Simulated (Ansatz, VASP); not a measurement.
# Cross-check of SbH3 between VASP and Ansatz

Wanted: the spread between two codes on one cell, functional and k mesh. The cell is generated by rule, not measured, and may not be a known phase. Of the first pair: The cell is taken from a series of runs on this material, whose earlier steps may have relaxed, scaled, displaced or heated it; both programs get it as it stands.

Method: plane waves, with VASP 6.6.1 beside it; relaxation of cell and atoms at LDA and zone-centre phonons at LDA, in Ansatz 0.2.0.

### 1. The structure

Symmetry: Pm-3m, No. 221, cubic system. Conventional cell: a = 3.951 Å, b = 3.951 Å, c = 3.951 Å, α = 90.00°, β = 90.00°, γ = 90.00°. Sb has 6 H at 1.98 Å nearest. Nearest to H lie 2 Sb at 1.98 Å. Farther neighbours are not listed.

### 2. Ansatz: relaxation of cell and atoms, LDA, pair 1

Ansatz runs on norm-conserving files, of PseudoDojo where its log says so.

The relaxed volume is the usual yardstick between codes: in a stiff, nearly cubic crystal its relative difference is about their pressure difference at one cell divided by the bulk modulus.

File input.yaml:

```yaml
crystal:
  lattice:
    - [3.9510417927, 0.0, 0.0]
    - [0.0, 3.9510417927, 0.0]
    - [0.0, 0.0, 3.9510417927]
  atoms:
    - { symbol: Sb, position: [0.0, 0.0, 0.0] }
    - { symbol: H, position: [0.5, 0.0, 0.0] }
    - { symbol: H, position: [0.0, 0.5, 0.0] }
    - { symbol: H, position: [0.0, 0.0, 0.5] }
kpoints:
  mp_grid: { grid: [10, 10, 10] }
hamiltonian:
  xc: lda
  pseudopotentials: { kind: nc, accuracy: standard }
scf:
  occupations: { method: gaussian, width: 0.1 }
output:
  forces: true
  stress: true
  eigenvalues: true
relax:
  adjacent_minimum: "off"
  f_tol: 0.003
  max_steps: 80
  cell: { stress_tol: 0.03 }
```

On the command line:

```
ansatz run input.yaml --threads 4 --pin off --max-ram 8192MiB --backend cpu --events-out ev --progress --plain --runs-dir out
```

Numbers of over 12 decimals in the logs are rounded to 6 here.

Output:

```text
Engine: ansatz 0.2.0, aarch64-unknown-linux-gnu
Pseudopotentials: kind: nc
Pseudopotential: Sb, nc, valence charge 15, recommended cutoff 1142.878222 eV (normal), Sb.nc.azcp (PseudoDojo's, or run here from an input of PseudoDojo's; its table is named by hamiltonian.pseudopotentials.accuracy)
Pseudopotential: H, nc, valence charge 1, recommended cutoff 1006.821291 eV (normal), H.nc.azcp (PseudoDojo's, or run here from an input of PseudoDojo's; its table is named by hamiltonian.pseudopotentials.accuracy)
Functional definition: SPW92
  exchange = slater_x
  correlation = pw_c
Crystal: 4 atoms, lattice volume = 61.679 Å³
Basis set: ecut = 1142.878222 eV, 5449 PW (Γ)
Bands: 13, of which v1, the nominal top of the filled ones, is band 9 counted from 1 (8 counted from 0)
Symmetry: 48 space group operations
Space group: Pm-3m (ITA 221), of the structure as read, at distance tolerance 4.0e-5 Å
k-points: 56 of 1000
Non-local potential: Sb, projectors of the file, l = 0: 2, l = 1: 2, l = 2: 2
Non-local potential: H, projectors of the file, l = 0: 2, l = 1: 1
Initial density: superposition of atomic densities (chi_scale 0.1, normalization cell, long waves kept (reshape's long-wave potential 0.00 eV rms))
Initial wavefunctions: pseudopotential atomic-orbital guess
Functional: x = slater, c = lda
SCF iter   1: F=—  HF=-2513.823191 eV  |F-HF|=—  |Δ(HF+E_count)|=         —  Δρ=4.94e-2  dr2=1.44e0  ethr=3.10e-3  ⟨swp⟩=6.1  Hψ=4751  notcnv=0
preconditioner: auto → none  [metal: Δε(μ)=0.005 eV  Ē_g=10.046 eV  σ=0.100 eV  W_gap=0.03  n_scr=6 (ndim 8)  ℏωp=13.4 eV  f_vac=0.073  D(μ)=0.79/eV (n_scr^D=0)  sad-step TF]
SCF iter   2: F=—  HF=-2513.460753 eV  |F-HF|=—  |Δ(HF+E_count)|=   3.62e-1  Δρ=2.45e-2  dr2=4.17e-1  ethr=3.10e-3  ⟨swp⟩=2.3  Hψ=1370  notcnv=0
preconditioner: auto → LDOS  [metal: Δε(μ)=0.037 eV  Ē_g=9.949 eV  σ=0.100 eV  W_gap=0.20  n_scr=6 (ndim 8)  ℏωp=13.4 eV  f_vac=0.074  D(μ)=1.42/eV (n_scr^D=6)  β→1.0]
SCF iter   3: F=—  HF=-2513.328049 eV  |F-HF|=—  |Δ(HF+E_count)|=   1.33e-1  Δρ=2.80e-3  dr2=7.20e-3  ethr=2.31e-3  ⟨swp⟩=3.0  Hψ=1222  notcnv=0
SCF iter   4: F=—  HF=-2513.326144 eV  |F-HF|=—  |Δ(HF+E_count)|=   1.91e-3  Δρ=7.47e-4  dr2=3.27e-4  ethr=4.00e-5  ⟨swp⟩=2.0  Hψ=1088  notcnv=0
SCF iter   5: F=—  HF=-2513.326049 eV  |F-HF|=—  |Δ(HF+E_count)|=   9.47e-5  Δρ=2.34e-4  dr2=2.32e-5  ethr=1.81e-6  ⟨swp⟩=2.9  Hψ=1252  notcnv=0
SCF iter   6: F=—  HF=-2513.325991 eV  |F-HF|=—  |Δ(HF+E_count)|=   5.82e-5  Δρ=3.59e-5  dr2=6.72e-7  ethr=1.29e-7  ⟨swp⟩=2.4  Hψ=991  notcnv=0
SCF iter   7: F=-2513.325991 eV  HF=-2513.325991 eV  |F-HF|=1.07e-9  |Δ(HF+E_count)|=   2.05e-7  Δρ=3.49e-6  dr2=2.89e-9  ethr=5.56e-10  ⟨swp⟩=10.4  Hψ=4733  notcnv=0
SCF 1 converged in 7 iterations: F = -2513.325991 eV  dr2 = 2.89e-9
relax step   1: F+E_penalty+E_count = -2513.32599055 eV  Δ(F+E_penalty+E_count) = +0.000e0 eV  max|allowed force component| = 9.205e-31 eV/Å  Δτ_max = 0.0000 Å  P = -0.032 GPa  Ω = 61.679 Å³  (7 SCF iters, dr2 threshold 1.00e-7 eV, accepted)
[...]
relax step   2: F+E_penalty+E_count = -2513.32599627 eV  Δ(F+E_penalty+E_count) = -5.720e-6 eV  max|allowed force component| = 1.593e-31 eV/Å  Δτ_max = 0.0000 Å  P = +0.019 GPa  Ω = 61.610 Å³  energy of the carried Pulay correction = +3.139e-6 eV  (4 SCF iters, dr2 threshold 2.49e-9 eV, accepted)
[...]
relax step   3: F+E_penalty+E_count = -2513.32599292 eV  Δ(F+E_penalty+E_count) = +3.343e-6 eV  max|allowed force component| = 1.178e-30 eV/Å  Δτ_max = 0.0000 Å  P = +0.019 GPa  Ω = 61.610 Å³  stress off target by 1.92e-2 GPa  SCF on the basis re-selected at this cell (its energy is not comparable with the rows above)  (5 SCF iters)
basis re-selected at this cell: Δ(F+E_penalty+E_count) = +3.343e-6 eV, ΔP = -0.000 GPa vs the last step (what re-selecting the basis moved, of the pressure what is left beyond the Pulay correction that the steps carried, after the strain that the cell walked since its last selection, with what the two solves' SCF thresholds leave and, on support functions, any second-order correction that the steps lacked; it is no m [...]
SCF converged after 5 iterations
Free energy (F): -2513.325993 eV
Harris-Foulkes:  -2513.325993 eV  (|F-HF|=4.55e-13)
Internal energy: -2513.317570 eV  (E = F + TS)
E sigma→0 (E₀):  -2513.321781 eV
Entropy (-TS):   -0.008423 eV (-2.106 meV/atom)
Fermi energy:    3.998095 eV
--- Per-component energies (eV) ---
  E_band       = -266.739836
  E_kinetic    = 1489.472156
  E_local      = -2463.675146  (includes V_loc(G=0)·N_el)
  E_nonlocal   = -525.806310
  E_hartree    = 822.536029
  E_xc         = -634.472464
  E_vxc        = -411.802618  (∫ρ·V_xc dr)
  E_ewald      = -1201.371836
  E_smearing   = -0.008423  (= −TS)
  E_closure    = -0.000000  (closes the sum)
  Σ components = -2513.325993   (vs F -2513.325993, Δ=0.00e0)
--- Forces (eV/Å), atoms counted from 1 ---
  atom   1  Sb     0.00000000     0.00000000     0.00000000
  atom   2  H      0.00000000    -0.00000000    -0.00000000
  atom   3  H     -0.00000000     0.00000000     0.00000000
  atom   4  H      0.00000000     0.00000000     0.00000000
  max |Σ_I F_I| component: 1.60e-30 eV/Å
--- Stress (GPa, compression-positive) ---
        0.019178       0.000000       0.000000
        0.000000       0.019178      -0.000000
        0.000000      -0.000000       0.019178
  P = ⅓ Tr σ = 0.0192 GPa (0.192 kbar)
--- Band table (eV; the first three rows and the last of 56) ---
  k-point 0: bands = [... 5 lower, -8.1184, 1.6079, 1.6079, 3.5871, 3.5871, 3.5871, 6.7049, 12.2058]
  k-point 1: bands = [... 5 lower, -8.0523, 0.8161, 1.6264, 3.6353, 3.6353, 4.1206, 7.2225, 11.7382]
  k-point 2: bands = [... 5 lower, -7.8640, -0.4646, 1.6756, 3.7673, 3.7673, 4.7487, 8.6347, 10.7423]
  k-point 55: bands = [... 5 lower, -4.7091, -2.0691, -2.0691, -2.0691, 7.3202, 7.3202, 7.3202, 10.0961]
--- Relaxed structure (2 steps of the walk, 2 accepted, 1 SCFs on fresh bases) ---
  F+E_penalty+E_count = -2513.32599292 eV   max|allowed force component| = 1.178e-30 eV/Å   (the final SCF, on the basis selected at the relaxed cell)
  cell:  # Å, volume = 61.6104 Å³
    - [3.949585, 0, 0]
    - [0, 3.949585, 0.0]
    - [0, 0.0, 3.949585]
  atoms:
    - { symbol: Sb, position: [0, 0, 0] }
    - { symbol: H, position: [0.5, 0, 0] }
    - { symbol: H, position: [0, 0.5, 0] }
    - { symbol: H, position: [0, 0, 0.5] }
```

### 3. VASP: relaxation of cell and atoms, LDA, pair 1

The same cell, functional (in two slightly different forms), mesh and smearing now go to VASP, with its own data sets.

Lines of VASP's logs that name or quote its potential files are left out, and so is its time.

File INCAR:

```
SYSTEM = SbH3
PREC = Accurate
ENCUT = 500
EDIFF = 1E-07
NELM = 120
ISMEAR = 0
SIGMA = 0.1
LREAL = .FALSE.
ALGO = Normal
GGA = CA
NBANDS = 10
LORBIT = 11
LWAVE = .FALSE.
LCHARG = .FALSE.
ISIF = 3
IBRION = 2
NSW = 80
EDIFFG = -0.005
LASPH = .TRUE.
GGA_COMPAT = .FALSE.
NELMIN = 4
KPAR = 2
```

File POSCAR:

```
SbH3
1.0
    3.9510420000      0.0000000000      0.0000000000
    0.0000000000      3.9510420000      0.0000000000
    0.0000000000      0.0000000000      3.9510420000
Sb H
1 3
Direct
    0.0000000000      0.0000000000      0.0000000000
    0.5000000000      0.0000000000      0.0000000000
    0.0000000000      0.5000000000      0.0000000000
    0.0000000000      0.0000000000      0.5000000000
```

File KPOINTS:

```
Automatic mesh
0
Gamma
10 10 10
0 0 0
```

PAW data sets: Sb and H (LDA family, release 64).

On the command line:

```
mpirun -np 2 vasp_std
```

Output:

```text
[banner, memory and clock lines left out]
running    2 mpi-ranks, on    1 nodes
 distrk:  each k-point on    1 cores,    2 groups
 distr:  one band on    1 cores,    1 groups

 POSCAR found type information on POSCAR SbH
 POSCAR found :  2 types and       4 ions
 LDA part: xc-table for (Slater(with rela. corr.)+CA(PZ))
 , standard interpolation
 POSCAR, INCAR and KPOINTS ok, starting setup
 FFT: planning ... GRIDC
 FFT: planning ... GRID_SOFT
 FFT: planning ... GRID
 WAVECAR not read
 entering main loop
       N       E                     dE             d eps       ncg     rms          rms(c)
DAV:   1     0.930455688396E+01    0.93046E+01   -0.27078E+03  1120   0.562E+02
DAV:   2    -0.130498477990E+02   -0.22354E+02   -0.21511E+02  1470   0.881E+01
DAV:   3    -0.140515602532E+02   -0.10017E+01   -0.99066E+00  1394   0.201E+01
DAV:   4    -0.140581622015E+02   -0.66019E-02   -0.66002E-02  1398   0.189E+00
DAV:   5    -0.140582464248E+02   -0.84223E-04   -0.84222E-04  1332   0.212E-01    0.510E+00
DAV:   6    -0.136536030055E+02    0.40464E+00   -0.39141E-01  1204   0.282E+00    0.273E+00
DAV:   7    -0.135495779601E+02    0.10403E+00   -0.33594E-01  1250   0.286E+00    0.524E-01
DAV:   8    -0.135455475168E+02    0.40304E-02   -0.28781E-02  1178   0.913E-01    0.204E-01
DAV:   9    -0.135447272433E+02    0.82027E-03   -0.56636E-03  1396   0.360E-01    0.132E-01
DAV:  10    -0.135447189499E+02    0.82934E-05   -0.74064E-04  1160   0.145E-01    0.166E-02
DAV:  11    -0.135447592543E+02   -0.40304E-04   -0.15934E-04  1274   0.669E-02    0.371E-02
DAV:  12    -0.135447464429E+02    0.12811E-04   -0.53375E-05  1168   0.336E-02    0.846E-03
DAV:  13    -0.135447468609E+02   -0.41803E-06   -0.42865E-06  1262   0.142E-02    0.746E-03
DAV:  14    -0.135447466629E+02    0.19797E-06   -0.55864E-07  1178   0.349E-03    0.533E-03
DAV:  15    -0.135447466722E+02   -0.92366E-08   -0.10627E-07   626   0.193E-03
   1 F= -.13544747E+02 E0= -.13540540E+02  d E =-.135447E+02
 curvature:   0.00 expect dE= 0.000E+00 dE for cont linesearch  0.000E+00
 trial: gam= 0.00000 g(F)=  0.000E+00 g(S)=  0.341E-03 ort = 0.000E+00 (trialstep = 0.100E+01)
 search vector abs. value=  0.341E-03
 bond charge predicted
       N       E                     dE             d eps       ncg     rms          rms(c)
DAV:   1    -0.135450810146E+02   -0.33435E-03   -0.29163E-03  1226   0.286E-01    0.398E-02
DAV:   2    -0.135450087675E+02    0.72247E-04   -0.10996E-04  1152   0.616E-02    0.285E-02
DAV:   3    -0.135449778054E+02    0.30962E-04   -0.77192E-05  1204   0.399E-02    0.657E-03
DAV:   4    -0.135449768451E+02    0.96031E-06   -0.32063E-06  1218   0.121E-02    0.554E-03
DAV:   5    -0.135449764845E+02    0.36058E-06   -0.71680E-07  1316   0.436E-03    0.166E-03
DAV:   6    -0.135449764906E+02   -0.60451E-08   -0.24644E-08   578   0.958E-04
   2 F= -.13544976E+02 E0= -.13540753E+02  d E =-.229818E-03
 trial-energy change:   -0.000230  1 .order   -0.000229   -0.000341   -0.000117
 step:   1.5055(harm=  1.5219)  dis= 0.00000  next Energy=   -13.545006 (dE=-0.259E-03)
 bond charge predicted
       N       E                     dE             d eps       ncg     rms          rms(c)
DAV:   1    -0.135450336851E+02   -0.57201E-04   -0.74305E-04  1226   0.144E-01    0.205E-02
DAV:   2    -0.135450151519E+02    0.18533E-04   -0.28231E-05  1150   0.311E-02    0.147E-02
DAV:   3    -0.135450072678E+02    0.78841E-05   -0.19821E-05  1204   0.202E-02    0.330E-03
DAV:   4    -0.135450070227E+02    0.24514E-06   -0.82949E-07  1202   0.615E-03    0.274E-03
DAV:   5    -0.135450069293E+02    0.93345E-07   -0.17769E-07   884   0.222E-03
   3 F= -.13545007E+02 E0= -.13540775E+02  d E =-.260257E-03
 curvature:  -0.76 expect dE=-0.146E-07 dE for cont linesearch -0.146E-07
 trial: gam=-0.00744 g(F)=  0.168E-70 g(S)=  0.192E-07 ort = 0.256E-05 (trialstep = 0.110E+01)
 search vector abs. value=  0.101E-09
 reached required accuracy - stopping structural energy minimisation
```

Parts of OUTCAR (step 3):

```text
ion  position               nearest neighbor table
   1  0.000  0.000  0.000-   2 1.98   3 1.98   4 1.98   4 1.98   3 1.98   2 1.98
   2  0.500  0.000  0.000-   1 1.98   1 1.98
   3  0.000  0.500  0.000-   1 1.98   1 1.98
   4  0.000  0.000  0.500-   1 1.98   1 1.98

  LATTYP: Found a simple cubic cell.
 ALAT       =     3.9510420000

 Subroutine GETGRP returns: Found 48 space group operations
 (whereof 48 operations were pure point group operations)

The static configuration has the point symmetry O_h .

 Found     56 irreducible k-points:

   k-points           NKPTS =     56   k-points in BZ     NKDIM =     56   number of bands    NBANDS=     10

   dimension x,y,z NGX =    30 NGY =   30 NGZ =   30
   dimension x,y,z NGXF=    60 NGYF=   60 NGZF=   60

   ENCUT  =  500.0 eV  36.75 Ry    6.06 a.u.   7.20  7.20  7.20*2*pi/ulx,y,z

   NELECT =       8.0000    total number of electrons

 k-points in reciprocal lattice and weights: Automatic mesh
   0.00000000  0.00000000  0.00000000       0.001
   0.10000000  0.00000000  0.00000000       0.006
   0.20000000  0.00000000  0.00000000       0.006
   0.30000000  0.00000000  0.00000000       0.006
   0.40000000  0.00000000  0.00000000       0.006
   0.50000000  0.00000000  0.00000000       0.003
   0.10000000  0.10000000  0.00000000       0.012
   0.20000000  0.10000000  0.00000000       0.024
   0.30000000  0.10000000  0.00000000       0.024
[...]
0.50000000  0.50000000  0.40000000       0.006
   0.50000000  0.50000000  0.50000000       0.001

 average (electrostatic) potential at core
       1 -91.5714       2 -34.5325       3 -34.5325       4 -34.5325

 E-fermi :   2.3479

 k-point     1 :       0.0000    0.0000    0.0000
  band No.  band energies     occupation
    ...
      2      -0.0517      2.00000
      3      -0.0517      2.00000
      4       1.9394      2.00000
      5       1.9394      2.00000
      6       1.9394      2.00000
      7       5.0743      0.00000
      8      10.5185      0.00000
      9      13.8559      0.00000
     10      13.8559      0.00000

 k-point     2 :       0.1000    0.0000    0.0000
  band No.  band energies     occupation
      1      -9.6387      2.00000
      2      -0.8369      2.00000
      3      -0.0335      2.00000
      4       1.9874      2.00000
      5       1.9874      2.00000
      6       2.4681      0.08895
      7       5.5850      0.00000
      8      10.0411      0.00000
      9      12.6476      0.00000
     10      12.6476      0.00000

 k-point     3 :       0.2000    0.0000    0.0000
  band No.  band energies     occupation
      1      -9.4512      2.00000
      2      -2.1106      2.00000
      3       0.0155      2.00000
      4       2.1191      1.99878
      5       2.1191      1.99878
      6       3.0954      0.00000
      7       6.9734      0.00000
      8       9.0357      0.00000
      9      11.4216      0.00000
     10      11.4216      0.00000

  Total        0.0007280      0.0007280      0.0007280     -0.0000000     -0.0000000     -0.0000000
  in kB        0.0188107      0.0188107      0.0188107     -0.0000000     -0.0000000     -0.0000000
  external PRESSURE =       0.0188107 kB  Pullay stress =       0.0000000 kB

  energy-cutoff  :      500.00
  volume of cell :       62.01
      direct lattice vectors                 reciprocal lattice vectors
     3.958007312 -0.000000000 -0.000000000     0.252652388  0.000000000 -0.000000000
    -0.000000000  3.958007312 -0.000000000     0.000000000  0.252652388  0.000000000
     0.000000000 -0.000000000  3.958007312     0.000000000  0.000000000  0.252652388

 POSITION                                       TOTAL-FORCE (eV/Angst)
 -----------------------------------------------------------------------------------
      0.00000      0.00000      0.00000         0.000000      0.000000      0.000000
      1.97900     -0.00000     -0.00000         0.000000      0.000000      0.000000
     -0.00000      1.97900     -0.00000        -0.000000      0.000000      0.000000
      0.00000     -0.00000      1.97900         0.000000     -0.000000      0.000000
 -----------------------------------------------------------------------------------
    total drift:                                0.000000      0.000000      0.000000

  FREE ENERGIE OF THE ION-ELECTRON SYSTEM (eV)
  ---------------------------------------------------
  free  energy   TOTEN  =       -13.5450069293 eV

  energy  without entropy=      -13.5365427066  energy(sigma->0) =      -13.54077482

 reached required accuracy - stopping structural energy minimisation

 total charge
# of ion       s       p       d       tot
------------------------------------------
    1        1.203   1.181   0.074   2.458
    2        0.480   0.013   0.000   0.493
    3        0.480   0.013   0.000   0.493
    4        0.480   0.013   0.000   0.493
--------------------------------------------------
tot          2.645   1.219   0.074   3.938

[... 3 further parts left out ...]
```

CONTCAR:

```
SbH3
   1.00000000000000
     3.9580073123723829   -0.0000000000000000   -0.0000000000000000
    -0.0000000000000000    3.9580073123723829   -0.0000000000000000
     0.0000000000000000   -0.0000000000000000    3.9580073123723829
  Sb              H
     1     3
Direct
     0.0000000000000000    0.0000000000000000    0.0000000000000000
     0.5000000000000000    0.0000000000000000    0.0000000000000000
     0.0000000000000000    0.5000000000000000    0.0000000000000000
     0.0000000000000000    0.0000000000000000    0.5000000000000000
```

The run keeps the 48 symmetry operations of its start, so it cannot find a distortion of lower symmetry.

### 4. Comparison

Known differences besides the potentials themselves: the two LDA forms differ slightly; the data sets hold 18 valence electrons in Ansatz (on norm-conserving files, of PseudoDojo where its log says so) and 8 in VASP; the cutoff is 1142.88 eV in Ansatz and 500 eV in VASP; VASP's log shows a relativistic correction to its local exchange, Ansatz's none; Ansatz adds a Pulay correction to the stress that steers its cell, VASP none. Total energies have different zeros and are not compared.

The two programs side by side:

```csv
quantity,Ansatz,VASP,difference
volume (Å³),61.61,62.01,-0.64 %
"edge a after relaxation, in the typed setting (Å)",3.950,3.958,-0.21 %
```

[end of part 1 of 2]

[Lines on the potential files, build, host, timing and source positions are cut from VASP's logs without a mark.]

[Logs are printed without paths, hosts, clocks, repeated set-up lines and the standing remarks that a program may print on its own settings, such as how far it seeks lower states.]

[Hosts, paths, dates, database ids (printed as entryN), source tags and the programs' standing remarks are cut or masked in the printed files.]
